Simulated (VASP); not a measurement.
An input for Quantum ESPRESSO's pw.x (written as the equivalent of a VASP run, and not itself run):

```
&CONTROL
  calculation = 'scf'
  pseudo_dir = './pseudo'
  outdir = './out'
  tprnfor = .true.
  tstress = .true.
/
&SYSTEM
  ibrav = 0
  nat = 5
  ntyp = 3
  ecutwfc = 84
  occupations = 'smearing'
  smearing = 'fermi-dirac'
  degauss = 0.003675
  input_dft = 'pz'
/
&ELECTRONS
  conv_thr = 7.3e-08
  electron_maxstep = 100
/
ATOMIC_SPECIES
  Ba 137.327 Ba.upf
  Zn 65.380 Zn.upf
  Ge 72.630 Ge.upf
CELL_PARAMETERS angstrom
    -2.2737200    2.2737200    5.2527400
     2.2737200   -2.2737200    5.2527400
     2.2737200    2.2737200   -5.2527400
ATOMIC_POSITIONS crystal
  Ba   0.0000000  0.0000000  0.0000000
  Zn   0.7500000  0.2500000  0.5000000
  Zn   0.2500000  0.7500000  0.5000000
  Ge   0.3762000  0.3762000  0.0000000
  Ge   0.6238000  0.6238000  0.0000000
K_POINTS automatic
  1 1 1 0 0 0
```

Problem. Translate this input to VASP (INCAR, KPOINTS, POSCAR, choice of POTCAR).

Solution. Several could match; the one computed here: 
INCAR:
```
SYSTEM = Ba(ZnGe)2
PREC = Accurate
ENCUT = 300
EDIFF = 1E-6
NELM = 100
ALGO = Normal
LREAL = .FALSE.
LASPH = .TRUE.
ISMEAR = -1
SIGMA = 0.05
LMAXMIX = 4
LWAVE = .FALSE.
LCHARG = .FALSE.
ISIF = 2
```

**POSCAR**
```
Ba(ZnGe)2
1
   -2.2737200000     2.2737200000     5.2527400000
    2.2737200000    -2.2737200000     5.2527400000
    2.2737200000     2.2737200000    -5.2527400000
Ba Zn Ge
1 2 2
Direct
  0.0000000000   0.0000000000   0.0000000000
  0.7500000000   0.2500000000   0.5000000000
  0.2500000000   0.7500000000   0.5000000000
  0.3762000000   0.3762000000   0.0000000000
  0.6238000000   0.6238000000   0.0000000000
```

File KPOINTS:
```
kpoints
0
G
 1 1 1
0 0 0
```

POTCAR, in this order: Ba_sv Zn Ge_d (LDA.64 set). Program: vasp_std.

The two are equivalent in intent, not identical: the potentials are each code's own (VASP's PAW set, PseudoDojo norm-conserving files in pw.x), so ENCUT and ecutwfc are chosen apart and not converted; conv_thr bounds pw.x's estimated SCF error, while EDIFF bounds the energy change between steps.

The structure comes from a computed database's BaZn2Ge2 entry (I4/mmm); how it stands against other phases isn't given here. The cell was not relaxed at this level. The k-mesh is coarse (spacing up to 1.95 per Å, 2π included), so the numbers may not be converged in it. The run is one of a series of settings (KPOINTS 1×1×1 Γ-centred mesh against the base run), some of them coarse on purpose.
